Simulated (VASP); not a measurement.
Cd₂Hg₂S₄ (ordered alloy cell): computed properties

All values below come from PBEsol GGA, VASP's PBE PAW potentials (set 64) (plane waves; VASP).

| Quantity | Value |
|---|---|
| space group | R3m (160) |
| cell | a = 4.142 Å, b = 4.142 Å, c = 40.534 Å, α = 90.00°, β = 90.00°, γ = 120.00° |
| volume per atom | 25.10 Å^3/atom |
| band gap (over mesh and band path) | 0.05 eV |
| smallest direct gap (over mesh and band path) | 0.05 eV |
| band-edge character | direct, Γ to Γ |
| density | 6.24 g/cm³ |

```cif
data_Cd2Hg2S4
_chemical_formula_sum 'Hg2 S4 Cd2'
_space_group_name_H-M_alt 'P 1'
_space_group_IT_number 1
_cell_length_a 4.14243
_cell_length_b 4.14243
_cell_length_c 16.55522
_cell_angle_alpha 59.971
_cell_angle_beta 59.971
_cell_angle_gamma 60.000
loop_
_space_group_symop_operation_xyz
  'x, y, z'
loop_
_atom_site_label
_atom_site_type_symbol
_atom_site_fract_x
_atom_site_fract_y
_atom_site_fract_z
_atom_site_occupancy
Hg1 Hg 0.00128 0.00128 0.99904 1
Hg2 Hg 0.99916 0.99916 0.25063 1
S1 S 0.24974 0.24974 0.06270 1
S2 S 0.24783 0.24783 0.31413 1
S3 S 0.25030 0.25030 0.56228 1
S4 S 0.25283 0.25283 0.81038 1
Cd1 Cd 0.99849 0.99849 0.50113 1
Cd2 Cd 0.00038 0.00038 0.74972 1
```

Unless said otherwise, spin-orbit coupling is left out, though it shifts the bands of the heavy elements here.

The structure was generated: Cd2Hg2S4 was put into an ordered model structure (R3m), which need not be its known phase. It was relaxed first. Symmetry was kept, so distortions that lower it aren't found.
